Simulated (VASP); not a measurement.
Computed with LDA (Ceperley-Alder, Perdew-Zunger), VASP's LDA PAW potentials (set 64) (plane waves; VASP).

Input for VASP

File POSCAR:
```
V
1.0
 -1.4645845758   1.4645845758   1.4645845758
  1.4645845758  -1.4645845758   1.4645845758
  1.4645845758   1.4645845758  -1.4645845758
V
1
Direct
  1.0000000000   1.0000000000   0.0000000000
```

INCAR:
```
! general
SYSTEM =V
PREC   =Accurate
ENCUT  =520
LREAL  =.FALSE.   ! projection in real space or not
LASPH  =.TRUE.

! electronic loop
EDIFF  =1E-6
NELM   =100   ! most electronic steps
ALGO   =Normal
LMAXMIX=4

! smearing
ISMEAR =1   ! Methfessel-Paxton
SIGMA  =0.1   ! width (eV)

! ions
IBRION =2   ! conjugate gradients
NSW    =60   ! most ionic steps
ISIF   =3
EDIFFG =-0.01   ! ionic stop

! output
LWAVE  =.FALSE.
LCHARG =.FALSE.
```

KPOINTS:
```
K-points
0
G
  16 16 16
```

POTCAR, in this order: V_sv (LDA.64 set). Program: vasp_std.

What VASP printed:

File OSZICAR:
```
       N       E                     dE             d eps       ncg     rms          rms(c)
DAV:   1     0.862476067849E+02    0.86248E+02   -0.73084E+03  2902   0.144E+03
DAV:   2    -0.986075225285E+01   -0.96108E+02   -0.94110E+02  2948   0.371E+02
DAV:   3    -0.112580005777E+02   -0.13972E+01   -0.13743E+01  3052   0.534E+01
DAV:   4    -0.112663389298E+02   -0.83384E-02   -0.83375E-02  2966   0.439E+00
DAV:   5    -0.112664402888E+02   -0.10136E-03   -0.10136E-03  2998   0.473E-01    0.205E+01
DAV:   6    -0.998302477548E+01    0.12834E+01   -0.49220E+00  2914   0.339E+01    0.258E+00
DAV:   7    -0.995671219346E+01    0.26313E-01   -0.26105E-02  2912   0.231E+00    0.126E+00
DAV:   8    -0.994639940325E+01    0.10313E-01   -0.84072E-03  2920   0.165E+00    0.100E-01
DAV:   9    -0.994641400106E+01   -0.14598E-04   -0.12911E-04  2916   0.195E-01    0.355E-02
DAV:  10    -0.994642611596E+01   -0.12115E-04   -0.66781E-06  2920   0.341E-02    0.184E-03
DAV:  11    -0.994642605915E+01    0.56803E-07   -0.27033E-07  1462   0.742E-03
   1 F= -.99464261E+01 E0= -.99466310E+01  d E =-.994643E+01
       N       E                     dE             d eps       ncg     rms          rms(c)
DAV:   1    -0.995358913760E+01   -0.71630E-02   -0.15447E-01  2900   0.709E+00    0.991E-01
DAV:   2    -0.994651547478E+01    0.70737E-02   -0.31080E-02  2910   0.268E+00    0.193E-01
DAV:   3    -0.994642031652E+01    0.95158E-04   -0.92695E-05  2900   0.142E-01    0.112E-01
DAV:   4    -0.994637383801E+01    0.46479E-04   -0.68566E-05  2904   0.106E-01    0.715E-03
DAV:   5    -0.994637405599E+01   -0.21799E-06   -0.10696E-06  1506   0.160E-02
   2 F= -.99463741E+01 E0= -.99466281E+01  d E =0.520032E-04
       N       E                     dE             d eps       ncg     rms          rms(c)
DAV:   1    -0.994896003696E+01   -0.25862E-02   -0.53552E-02  2900   0.419E+00    0.577E-01
DAV:   2    -0.994651880549E+01    0.24412E-02   -0.10746E-02  2910   0.157E+00    0.110E-01
DAV:   3    -0.994648585070E+01    0.32955E-04   -0.31390E-05  2900   0.804E-02    0.645E-02
DAV:   4    -0.994646914113E+01    0.16710E-04   -0.23479E-05  2904   0.621E-02    0.434E-03
DAV:   5    -0.994646920810E+01   -0.66967E-07   -0.40563E-07  1456   0.986E-03
   3 F= -.99464692E+01 E0= -.99466939E+01  d E =-.431489E-04
```

File OUTCAR:
```
------------------------ aborting loop because EDIFF is reached ----------------------------------------
  FORCE on cell =-STRESS in cart. coord.  units (eV):
  Direction    XX          YY          ZZ          XY          YZ          ZX
  --------------------------------------------------------------------------------------
  Total       -0.0015779     -0.0015779     -0.0015779     -0.0000000     -0.0000000      0.0000000
  in kB       -0.2016549     -0.2016549     -0.2016549     -0.0000000     -0.0000000      0.0000000
  external PRESSURE =      -0.2016549 kB  Pullay stress =       0.0000000 kB
  volume of cell :       12.54
      direct lattice vectors                 reciprocal lattice vectors
    -1.463440260  1.463440260  1.463440260     0.000000000  0.341660684  0.341660684
     1.463440260 -1.463440260  1.463440260     0.341660684  0.000000000  0.341660684
     1.463440260  1.463440260 -1.463440260     0.341660684  0.341660684  0.000000000
 POSITION                                       TOTAL-FORCE (eV/Angst)
 -----------------------------------------------------------------------------------
      0.00000      0.00000     -0.00000         0.000000      0.000000      0.000000
 -----------------------------------------------------------------------------------
    total drift:                               -0.000000     -0.000000      0.000000
  FREE ENERGIE OF THE ION-ELECTRON SYSTEM (eV)
  ---------------------------------------------------
  free  energy   TOTEN  =        -9.9464692081 eV

  energy  without entropy=       -9.9471432634  energy(sigma->0) =       -9.94669389

 reached required accuracy - stopping structural energy minimisation
```
(Selected blocks of OUTCAR.)

CONTCAR:
```
V
   1.00000000000000
    -1.4634402603785277    1.4634402603785277    1.4634402603785277
     1.4634402603785277   -1.4634402603785277    1.4634402603785277
     1.4634402603785277    1.4634402603785277   -1.4634402603785277
  V
     1
Direct
     0.0000000000000000    0.0000000000000000    0.0000000000000000
```

The compound is V in the bcc structure. This run relaxes it. Symmetry was kept, so distortions that lower it aren't found. The start is the result of an earlier pass. The run is not spin-polarised, so no magnetic state was tried.
